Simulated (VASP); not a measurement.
# SiB (P-6m2) in VASP: elastic constants with PBE

Aim: the elastic constants of SiB with PBE.

Everything below comes from runs of VASP 6.6.1. Logs are shortened: lines on timing, memory, paths and dates and some standing lists are left out, and cuts for length are marked.

**1. Starting point**

Symmetry: P-6m2, No. 187, hexagonal system. Conventional cell: a = 3.198 Å, b = 3.198 Å, c = 5.853 Å, α = 90.00°, β = 90.00°, γ = 120.00°. Around Si (site symmetry 3m) lie 3 B at 2.06 Å and 1 Si at 2.37 Å. B (site symmetry 3m) has 1 B at 1.64 Å as nearest neighbours.

The cell was built by a generator and needn't be a form met in nature.

**2. Elastic constants, PBE**

The input, POSCAR:

```
SiB
1.0
    3.1984520000      0.0000000000      0.0000000000
   -1.5992260000      2.7699400000      0.0000000000
    0.0000000000      0.0000000000      5.8527200000
Si B
2 2
Direct
    0.0000000000      0.0000000000      0.7027130000
    0.0000000000      0.0000000000      0.2972870000
    0.6666670000      0.3333330000      0.8600380000
    0.6666670000      0.3333330000      0.1399620000
```

The input, INCAR.step1:

```
SYSTEM = SiB
PREC = Accurate
ENCUT = 520
EDIFF = 1E-8
ISMEAR = 0
SIGMA = 0.1
LREAL = .False.
LASPH = .True.
NELM = 80
ALGO = Normal
ISIF = 3
LWAVE = .False.
LCHARG = .False.
GGA = PE
KPAR = 4
IBRION = 2
NSW = 40
EDIFFG = -0.002
```

The input, INCAR.step2:

```
SYSTEM = SiB
PREC = Accurate
ENCUT = 520
EDIFF = 1E-8
ISMEAR = 0
SIGMA = 0.1
LREAL = .False.
LASPH = .True.
NELM = 80
ALGO = Normal
ISIF = 3
LWAVE = .False.
LCHARG = .False.
GGA = PE
KPAR = 4
IBRION = 6
NFREE = 2
POTIM = 0.015
NSW = 1
```

The input, KPOINTS:

```
Automatic mesh
0
Gamma
  12 12 6
  0 0 0
```

Potentials or basis: VASP PAW PBE potentials, release 64 (Si, B).

The run is started by

```bash
cat potpaw_PBE.64/Si/POTCAR potpaw_PBE.64/B/POTCAR > POTCAR
cp INCAR.step1 INCAR
mpirun -np 4 vasp_std > vasp.out
cp CONTCAR POSCAR
cp INCAR.step2 INCAR
mpirun -np 4 vasp_std > vasp.out
```

OUTCAR:

```text
SYSTEM = SiB
   PREC = Accurate
   ENCUT = 520
   EDIFF = 1E-8
   ISMEAR = 0
   LREAL = .False.
   LASPH = .True.
   NELM = 80
   ISIF = 3
   GGA = PE
   IBRION = 6
   NFREE = 2
   POTIM = 0.015
   NSW = 1

 ion  position               nearest neighbor table
   1  0.000  0.000  0.703-   3 2.06   3 2.06   3 2.06   2 2.37
   2  0.000  0.000  0.297-   4 2.06   4 2.06   4 2.06   1 2.37
   3  0.667  0.333  0.860-   4 1.64   1 2.06   1 2.06   1 2.06
   4  0.667  0.333  0.140-   3 1.64   2 2.06   2 2.06   2 2.06

  LATTYP: Found a hexagonal cell.
 ALAT       =     3.1988178190
 C/A-ratio  =     1.8297214202

  Lattice vectors:

 A1 = (   3.1988178190,   0.0000000000,   0.0000000000)
 A2 = (  -1.5994089095,   2.7702568083,   0.0000000000)
 A3 = (   0.0000000000,   0.0000000000,   5.8529454827)

Analysis of symmetry for initial positions (statically):
=====================================================================
 Subroutine PRICEL returns:
 Original cell was already a primitive cell.

 Routine SETGRP: Setting up the symmetry group for a
 hexagonal supercell.

 Subroutine GETGRP returns: Found 12 space group operations
 (whereof 12 operations were pure point group operations)
 out of a pool of 24 trial point group operations.

The static configuration has the point symmetry D_3h.

Analysis of symmetry for dynamics (positions and initial velocities):
=====================================================================
 Subroutine PRICEL returns:
 Original cell was already a primitive cell.

 Routine SETGRP: Setting up the symmetry group for a
 hexagonal supercell.

 Subroutine GETGRP returns: Found 12 space group operations
 (whereof 12 operations were pure point group operations)
 out of a pool of 24 trial point group operations.

The dynamic configuration has the point symmetry D_3h.

 Subroutine INISYM returns: Found 12 space group operations
 (whereof 12 operations are pure point group operations),
 and found     1 'primitive' translations

----------------------------------------------------------------------------------------

                                     Primitive cell

  volume of cell :      51.8662

  direct lattice vectors                    reciprocal lattice vectors
     3.198817819  0.000000000  0.000000000     0.312615490  0.180488682  0.000000000
    -1.599408910  2.770256808  0.000000000     0.000000000  0.360977364  0.000000000
     0.000000000  0.000000000  5.852945483     0.000000000  0.000000000  0.170854146

  length of vectors
     3.198817819  3.198817226  5.852945483     0.360977297  0.360977364  0.170854146

  position of ions in fractional coordinates (direct lattice)
     0.000000000  0.000000000  0.702704651
     0.000000000  0.000000000  0.297295349
     0.666667000  0.333333000  0.860055906
     0.666667000  0.333333000  0.139944094

  ion indices of the primitive-cell ions
   primitive index   ion index
                 1           1
                 2           2
                 3           3
                 4           4

----------------------------------------------------------------------------------------

[... 123 lines left out ...]

  FORCE on cell =-STRESS in cart. coord.  units (eV):
  Direction    XX          YY          ZZ          XY          YZ          ZX
  --------------------------------------------------------------------------------------
  -------------------------------------------------------------------------------------
  Total        0.0028901      0.0028901      0.0033443      0.0000000      0.0000000      0.0000000
  in kB        0.0892760      0.0892760      0.1033078      0.0000000      0.0000000      0.0000000
  external PRESSURE =       0.0939533 kB  Pullay stress =       0.0000000 kB
[... 95 lines left out ...]
  FREE ENERGIE OF THE ION-ELECTRON SYSTEM (eV)
  ---------------------------------------------------
  free  energy   TOTEN  =       -22.7755570631 eV

  energy  without entropy=      -22.7697004405  energy(sigma->0) =      -22.77262875

[... ionic steps 4 to 18 ...]

--------------------------------------- Ionic step       19  -------------------------------------------

 number of electron      13.9999999 magnetization

------------------------ aborting loop because EDIFF is reached ----------------------------------------
[... 71 lines left out ...]
--------------------------------------- Ionic step       21  -------------------------------------------

 number of electron      13.9999999 magnetization

 Free energy of the ion-electron system (eV)
  ---------------------------------------------------
  ext. energy  EPLUGINS =         0.00000000
  ---------------------------------------------------
  free energy    TOTEN  =       -22.78100089 eV

  energy without entropy =      -22.77505215  energy(sigma->0) =      -22.77802652

 E-fermi :   5.6034     XC(G=0): -10.4219

 val. band max:        5.6014012953   @ k =   0.3333   0.0833   0.5000
 cond. band min:       5.6152066733   @ k =  -0.0833   0.5000   0.3333
 fundamental gap:      0.0138053780
 Fermi energy:         5.6033715681

 k-point     1 :       0.0000    0.0000    0.0000
  band No.  band energies     occupation
      1      -6.6931      2.00000
      2      -3.9174      2.00000
      3      -1.5619      2.00000
      4       5.8411      0.00077
      5       6.5621      0.00000
      6       6.5621      0.00000
      7       9.0184      0.00000
      8       9.0185      0.00000
      9      10.1496      0.00000
     10      11.3680      0.00000
     11      11.3680      0.00000
[... 309 lines left out ...]
 k-point    24 :       0.3333    0.0000    0.1667
  band No.  band energies     occupation
      1      -4.7536      2.00000
      2      -2.5333      2.00000
      3       0.1651      2.00000
      4       1.5313      2.00000
      5       3.0293      2.00000
      6       4.8873      2.00000
      7       4.9372      2.00000
      8       7.0262      0.00000
      9       8.8368      0.00000
     10      10.6909      0.00000
     11      11.5827      0.00000

 [... further k-points ...]
[... 5 lines left out ...]
  --------------------------------------------------------------------------------------
  -------------------------------------------------------------------------------------
  Total        0.1210451      0.1210451     -0.3166429      0.0000000      0.0000000      0.0000000
  in kB        3.7391582      3.7391564     -9.7812946      0.0000000      0.0000000      0.0000000
  external PRESSURE =      -0.7676600 kB  Pullay stress =       0.0000000 kB
[... 19 lines left out ...]
  FREE ENERGIE OF THE ION-ELECTRON SYSTEM (eV)
  ---------------------------------------------------
  free  energy   TOTEN  =       -22.7810008949 eV

  energy  without entropy=      -22.7750521498  energy(sigma->0) =      -22.77802652

 INTERNAL STRAIN TENSORS FROM STRAINED CELLS
 ============================================

 INTERNAL STRAIN TENSOR FOR ION    1 for displacements in x,y,z  (eV/Angst):
          X           Y           Z          XY          YZ          ZX
  --------------------------------------------------------------------------------
  x    -0.00000     0.00000     0.00000     6.80558    -0.00000     4.69962
  y     6.90228    -6.81395    -0.00000    -0.00002     4.70108     0.00005
  z     6.98072     6.98078    -8.49654     0.00031     0.00601     0.00005

 INTERNAL STRAIN TENSORS FROM DISPLACED ATOMS
 ============================================

 INTERNAL STRAIN TENSOR FOR ION    1 for displacements in x,y,z  (eV/Angst):
          X           Y           Z          XY          YZ          ZX
  --------------------------------------------------------------------------------
  x     0.00000     0.00000     0.00000     6.95096     0.00000     4.69910
  y     6.95096    -6.95096     0.00000    -0.00000     4.69909     0.00000
  z     6.71930     6.71930    -8.08534    -0.00000     0.00000     0.00000

 INTERNAL STRAIN TENSOR FOR ION    4 for displacements in x,y,z  (eV/Angst):
          X           Y           Z          XY          YZ          ZX
  --------------------------------------------------------------------------------
  x     0.00000     0.00000     0.00000    -6.95303    -0.00000     3.73609
  y    -6.95303     6.95302     0.00000     0.00000     3.73608     0.00000
  z     7.98222     7.98221   -22.49561     0.00000     0.00000     0.00000

 Eigenvectors and eigenvalues of the dynamical matrix
 ----------------------------------------------------

   1 f  =   28.061777 THz   176.317342 2PiTHz  936.040112 cm-1   116.054131 meV
             X         Y         Z           dx          dy          dz
      0.000000  0.000000  4.112892     0.000000    0.000000    0.034132
      0.000000  0.000000  1.740053     0.000000    0.000000   -0.034132
      1.599411  0.923418  5.033860     0.000000    0.000000   -0.706283
      1.599411  0.923418  0.819085    -0.000000   -0.000000    0.706283
[... 71 lines left out ...]
  12 f/i=    0.000976 THz     0.006135 2PiTHz    0.032569 cm-1     0.004038 meV
             X         Y         Z           dx          dy          dz
      0.000000  0.000000  4.112892    -0.000000    0.000000   -0.600823
      0.000000  0.000000  1.740053    -0.000000    0.000000   -0.600823
      1.599411  0.923418  5.033860    -0.000000    0.000000   -0.372843
      1.599411  0.923418  0.819085    -0.000000    0.000000   -0.372843

--------------------------------------------------------------------------------------------------------

 ELASTIC MODULI CONTR FROM IONIC RELAXATION (kBar)
 Direction    XX          YY          ZZ          XY          YZ          ZX
 --------------------------------------------------------------------------------
 XX        -649.5282    198.2536    440.5373      0.0000      0.0000      0.0000
 YY         198.2536   -649.5275    440.5371      0.0000     -0.0000     -0.0000
 ZZ         440.5373    440.5371  -1030.4274     -0.0000      0.0000      0.0000
 XY           0.0000      0.0000     -0.0000   -423.8907     -0.0000     -0.0000
 YZ           0.0000     -0.0000      0.0000     -0.0000   -169.1849     -0.0000
 ZX           0.0000     -0.0000      0.0000     -0.0000     -0.0000   -169.1852
 --------------------------------------------------------------------------------

 TOTAL ELASTIC MODULI (kBar)
 Direction    XX          YY          ZZ          XY          YZ          ZX
 --------------------------------------------------------------------------------
 XX        1431.0378   1089.0618    797.6037      0.0000      0.0000      0.0000
 YY        1089.0618   1431.0364    797.6033      0.0000     -0.0000     -0.0000
 ZZ         797.6037    797.6033   3172.8515     -0.0000      0.0000      0.0000
 XY           0.0000      0.0000     -0.0000    170.9877     -0.0000     -0.0000
 YZ           0.0000     -0.0000      0.0000     -0.0000    767.5531     -0.0000
 ZX           0.0000     -0.0000      0.0000     -0.0000     -0.0000    767.5533
 --------------------------------------------------------------------------------
```

Wall time 4.8 min (4 MPI ranks of Intel Xeon Platinum 8488C (Sapphire Rapids), shared host); peak memory 0.5 GiB.

Results:

```
Voigt bulk modulus                                      : 127 GPa
Highest phonon frequency at Γ, LO-TO splitting left out : 936 cm⁻¹
```

Phonon frequencies in cm⁻¹ (negative: imaginary):
| q point | frequencies |
| --- | --- |
| (0.000, 0.000, 0.000) | 0 0 0 187 187 378 455 487 487 495 495 936 |

Elastic tensor in Voigt notation (GPa, in the Cartesian axes of the cell as first typed):
```
143 109  80   0   0   0
109 143  80   0   0   0
 80  80 317   0   0   0
  0   0   0  77   0   0
  0   0   0   0  77   0
  0   0   0   0   0  17
```

Clamped-ion elastic tensor (GPa):
```
208  89  36   0   0   0
 89 208  36   0   0   0
 36  36 420   0   0   0
  0   0   0  94   0   0
  0   0   0   0  94   0
  0   0   0   0   0  59
```
